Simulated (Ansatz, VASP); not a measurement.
# AlN: VASP beside Ansatz, part 2 of 2

Wanted: the spread between two codes on one cell, functional and k mesh. The structure shown is the end of the Ansatz relaxation below.

VASP 6.6.1 and Ansatz 0.2.0.

So far: The starting structure; Ansatz: relaxation, PBE; VASP: single point, PBE, pair 1.

## 3. VASP: single point, PBE, pair 1 (continued)

Level of this step: PBE; plane waves and PAW (Al, N) (VASP).

Numbers of over 12 decimals in the logs are rounded to 6 here.

From OUTCAR (step 3):

```text
ion  position               nearest neighbor table
   1  0.333  0.667  0.999-   4 1.89   4 1.89   4 1.89   3 1.90   2 3.07   2 3.07   2 3.07   2 3.07
                             2 3.07   2 3.07
   2  0.667  0.333  0.499-   3 1.89   3 1.89   3 1.89   4 1.90   1 3.07   1 3.07   1 3.07   1 3.07
                             1 3.07   1 3.07
   3  0.333  0.667  0.381-   2 1.89   2 1.89   2 1.89   1 1.90
   4  0.667  0.333  0.881-   1 1.89   1 1.89   1 1.89   2 1.90

  LATTYP: Found a hexagonal cell.
 ALAT       =     3.1137658873
 C/A-ratio  =     1.6014906583

 Subroutine GETGRP returns: Found 12 space group operations
 (whereof  6 operations were pure point group operations)

The static configuration has the point symmetry C_3v.
 The point group associated with its full space group is C_6v.

 Found     36 irreducible k-points:

   k-points           NKPTS =     36   k-points in BZ     NKDIM =     36   number of bands    NBANDS=     14

   dimension x,y,z NGX =    28 NGY =   28 NGZ =   40
   dimension x,y,z NGXF=    56 NGYF=   56 NGZF=   80

   ENCUT  =  600.0 eV  44.10 Ry    6.64 a.u.   6.22  6.22  9.96*2*pi/ulx,y,z

   NELECT =      16.0000    total number of electrons

 k-points in reciprocal lattice and weights: Automatic mesh
   0.00000000  0.00000000  0.00000000       0.003
   0.11111111 -0.00000000  0.00000000       0.019
   0.22222222 -0.00000000  0.00000000       0.019
   0.33333333  0.00000000  0.00000000       0.019
   0.44444444 -0.00000000  0.00000000       0.019
   0.11111111  0.11111111  0.00000000       0.019
   0.22222222  0.11111111  0.00000000       0.037
   0.33333333  0.11111111  0.00000000       0.037
   0.44444444  0.11111111  0.00000000       0.019
[...]
0.33333333  0.22222222  0.50000000       0.037
   0.33333333  0.33333333  0.50000000       0.006

 average (electrostatic) potential at core
       1 -71.6985       2 -71.6985       3 -59.9572       4 -59.9572

 E-fermi :   8.2239

 k-point     1 :       0.0000    0.0000    0.0000
  band No.  band energies     occupation
    ...
      4       5.2655      2.00000
      5       5.2655      2.00000
      6       5.9148      2.00000
      7       5.9148      2.00000
      8       6.1316      2.00000
      9      10.3162      0.00000
     10      12.7702      0.00000
     11      16.7243      0.00000
     12      17.2640      0.00000
     13      17.2640      0.00000
    ...

 k-point     2 :       0.1111   -0.0000    0.0000
  band No.  band energies     occupation
    ...
      4       4.5634      2.00000
      5       5.0688      2.00000
      6       5.2373      2.00000
      7       5.8869      2.00000
      8       6.0608      2.00000
      9      11.0024      0.00000
     10      13.3778      0.00000
     11      16.0741      0.00000
     12      16.3392      0.00000
     13      17.7120      0.00000
    ...

 k-point     3 :       0.2222   -0.0000    0.0000
  band No.  band energies     occupation
    ...
      4       3.0669      2.00000
      5       3.9842      2.00000
      6       4.6642      2.00000
      7       5.7568      2.00000
      8       5.7994      2.00000
      9      12.1173      0.00000
     10      13.8893      0.00000
     11      14.5083      0.00000
     12      15.9518      0.00000
     13      17.8983      0.00000
    ...

  Total        0.7748567      0.7748567      0.7881752      0.0000000      0.0000000      0.0000000
  in kB       29.6496151     29.6496151     30.1592447      0.0000000      0.0000000      0.0000000
  external PRESSURE =      29.8194916 kB  Pullay stress =       0.0000000 kB

  energy-cutoff  :      600.00
  volume of cell :       41.87
      direct lattice vectors                 reciprocal lattice vectors
     3.113765887  0.000000000  0.000000000     0.321154524  0.185418651  0.000000000
    -1.556882944  2.696600360  0.000000000     0.000000000  0.370837301  0.000000000
     0.000000000  0.000000000  4.986666981     0.000000000  0.000000000  0.200534747

 POSITION                                       TOTAL-FORCE (eV/Angst)
 -----------------------------------------------------------------------------------
     -0.00000      1.79773      4.98217        -0.000000      0.000000     -0.000743
      1.55688      0.89887      2.48884        -0.000000      0.000000     -0.000743
     -0.00000      1.79773      1.89943        -0.000000      0.000000      0.000743
      1.55688      0.89887      4.39276         0.000000      0.000000      0.000743
 -----------------------------------------------------------------------------------
    total drift:                               -0.000000      0.000000      0.000419

  FREE ENERGIE OF THE ION-ELECTRON SYSTEM (eV)
  ---------------------------------------------------
  free  energy   TOTEN  =       -29.7770162094 eV

  energy  without entropy=      -29.7770162094  energy(sigma->0) =      -29.77701621

 total charge
# of ion       s       p       d       tot
------------------------------------------
    1        0.368   0.439   0.000   0.807
    2        0.368   0.439   0.000   0.807
    3        1.220   2.631   0.000   3.851
    4        1.220   2.631   0.000   3.851
--------------------------------------------------
tot          3.176   6.140   0.000   9.316

[... 3 further parts left out ...]
```

The gap is read on the k-mesh alone, so it is an upper bound where the band edges lie off the mesh.

## 4. Side by side

Known differences besides the potentials themselves: fixed occupations in Ansatz, narrow Gaussian smearing in VASP; the cutoff is 1142.88 eV in Ansatz and 600 eV in VASP; Ansatz's pressure holds a Pulay correction, VASP's none. Total energies have different zeros and are not compared.

The two programs side by side:

```
              quantity  Ansatz   VASP  difference
        pressure (GPa)    3.00   2.98       +0.02
gap on the k mesh (eV)   4.182  4.185      -0.003
```

A gap on the mesh is an upper bound, since the band edges may lie between its points.

## 5. Ansatz: relaxation, PBE

This run makes the geometry at which the two programs are then compared. The cell compared in this pair holds 43.15 Å³, against 41.87 Å³ for the pair before.

The structure compared here is the end of the Ansatz relaxation.

File input.yaml:

```yaml
crystal:
  lattice:
    - [3.1440684712, 0.0, 0.0]
    - [-1.5720342356, 2.7228431673, 0.0]
    - [0.0, 0.0, 5.0399717229]
  atoms:
    - { symbol: Al, position: [0.3333333333, 0.6666666667, -0.0007689326] }
    - { symbol: Al, position: [0.6666666667, 0.3333333333, 0.4992310674] }
    - { symbol: "N", position: [0.3333333333, 0.6666666667, 0.3807689326] }
    - { symbol: "N", position: [0.6666666667, 0.3333333333, 0.8807689326] }
kpoints:
  mp_grid: { grid: [9, 9, 4] }
hamiltonian:
  xc: pbe
  pseudopotentials: { kind: nc, accuracy: standard }
scf:
  occupations: { method: fixed }
output:
  forces: true
  stress: true
  eigenvalues: true
relax:
  adjacent_minimum: "off"
  f_tol: 0.001
  max_steps: 60
  cell: { stress_tol: 0.01, fix: [volume] }
```

Started as:

```console
> ansatz run input.yaml --threads 4 --pin off --max-ram 7168MiB --backend cpu --events-out ev --progress --plain --runs-dir out
```

Log:

```text
[...]
Crystal: 4 atoms, lattice volume = 43.146 Å³
Basis set: ecut = 1142.878222 eV, 3825 PW (Γ), exchange–correlation on 72×72×120 points (8 copies of the dense FFT grid, shifted against one another)
Bands: 12, of which v1, the nominal top of the filled ones, is band 8 counted from 1 (7 counted from 0)
Symmetry: 12 space group operations
[...]
cell:  # Å, volume = 43.1462 Å³
    - [3.143163, 0, 2.4367844361350415e-19]
    - [-1.571581, 2.722059, -1.2183922180675225e-19]
    - [3.906188674138199e-19, 0, 5.042877]
  atoms:
    - { symbol: Al, position: [0.333333, 0.666667, -0.000649229] }
    - { symbol: Al, position: [0.666667, 0.333333, 0.499351] }
    - { symbol: N, position: [0.333333, 0.666667, 0.380649] }
    - { symbol: N, position: [0.666667, 0.333333, 0.880649] }
[key lines of the parts left out:]
SCF converged after 4 iterations
Free energy (F): -696.300206 eV
Fermi energy:    6.788697 eV
P = ⅓ Tr σ = -2.7905 GPa (-27.905 kbar)
```

## 6. VASP: single point, PBE, pair 2

The same cell, functional and mesh now go to VASP, with its own data sets.

File INCAR:

```
SYSTEM = AlN
PREC = Accurate
ENCUT = 600
EDIFF = 1E-06
NELM = 120
ISMEAR = 0
SIGMA = 0.01
LREAL = .FALSE.
ALGO = Normal
GGA = PE
NBANDS = 14
LORBIT = 11
LWAVE = .FALSE.
LCHARG = .FALSE.
ISIF = 2
LASPH = .TRUE.
GGA_COMPAT = .FALSE.
EFERMI = MIDGAP
KPAR = 2
```

File POSCAR:

```
AlN
1.0
    3.1431627571      0.0000000000      0.0000000000
   -1.5715813786      2.7220587959      0.0000000000
    0.0000000000      0.0000000000      5.0428767147
Al N
2 2
Direct
    0.3333333333      0.6666666667      0.9993507713
    0.6666666667      0.3333333333      0.4993507713
    0.3333333333      0.6666666667      0.3806492287
    0.6666666667      0.3333333333      0.8806492287
```

File KPOINTS:

```
Automatic mesh
0
Gamma
9 9 4
0 0 0
```

PAW data sets: Al and N (PBE family, release 64).

Started as:

```console
> mpirun -np 2 vasp_std
```

Log:

```text
[... set-up lines as in an earlier step ...]
 entering main loop
       N       E                     dE             d eps       ncg     rms          rms(c)
DAV:   1     0.536637552214E+02    0.53664E+02   -0.79788E+03  1008   0.113E+03
DAV:   2    -0.300060545857E+02   -0.83670E+02   -0.75987E+02  1420   0.226E+02
DAV:   3    -0.343738591816E+02   -0.43678E+01   -0.43488E+01  1392   0.549E+01
DAV:   4    -0.344074755470E+02   -0.33616E-01   -0.33608E-01  1140   0.533E+00
[...]
DAV:  11    -0.297784711976E+02    0.14778E-03   -0.38053E-04  1284   0.155E-01    0.372E-02
DAV:  12    -0.297784745052E+02   -0.33075E-05   -0.17404E-05  1218   0.378E-02    0.942E-03
DAV:  13    -0.297784742176E+02    0.28760E-06   -0.99127E-06  1278   0.255E-02
   1 F= -.29778474E+02 E0= -.29778474E+02  d E =0.000000E+00
```

From OUTCAR (step 6):

```text
  Total       -0.7725246     -0.7725246     -0.7579776      0.0000000      0.0000000      0.0000000
  in kB      -28.6866741    -28.6866741    -28.1464895      0.0000000      0.0000000      0.0000000
  external PRESSURE =     -28.5066126 kB  Pullay stress =       0.0000000 kB

 POSITION                                       TOTAL-FORCE (eV/Angst)
 -----------------------------------------------------------------------------------
     -0.00000      1.81471      5.03960         0.000000     -0.000000     -0.000552
      1.57158      0.90735      2.51816         0.000000      0.000000     -0.000552
     -0.00000      1.81471      1.91957         0.000000     -0.000000      0.000552
      1.57158      0.90735      4.44101        -0.000000      0.000000      0.000552
 -----------------------------------------------------------------------------------
    total drift:                               -0.000000      0.000000      0.000225

  FREE ENERGIE OF THE ION-ELECTRON SYSTEM (eV)
  ---------------------------------------------------
  free  energy   TOTEN  =       -29.7784742176 eV

  energy  without entropy=      -29.7784742176  energy(sigma->0) =      -29.77847422

[... 1 part as in an earlier step ...]

[... 2 further parts left out ...]
[key lines of the parts left out:]
E-fermi :   7.8006
```

The run ends at a pressure of -2.85 GPa, with forces up to 5.5e-4 eV/Å.

## 7. Comparison

Both answers:

```
              quantity  Ansatz   VASP  difference
        pressure (GPa)   -2.79  -2.85       +0.06
gap on the k mesh (eV)   3.933  3.934      -0.001
```

A gap on the mesh is an upper bound, since the band edges may lie between its points.

## 8. Summary of results

```
difference in gap on the k mesh (single point, PBE, pair 1) : -0.0025 eV
difference in gap on the k mesh (single point, PBE, pair 2) : -0.0012 eV
```

The difference in gap on the k mesh is -0.0025 eV (single point, PBE, pair 1), within the 0.08 eV picked in this series as the mark of a large difference. Such differences can come from data sets, numerical settings and the points named under the comparisons, not from the functional's error against experiment.

[Lines on the potential files, build, host, timing and source positions are cut from VASP's logs without a mark.]

[Logs are printed without paths, hosts, clocks, repeated set-up lines and the standing remarks that a program may print on its own settings, such as how far it seeks lower states.]

[Hosts, paths, dates, database ids (printed as entryN), source tags and the programs' standing remarks are cut or masked in the printed files.]
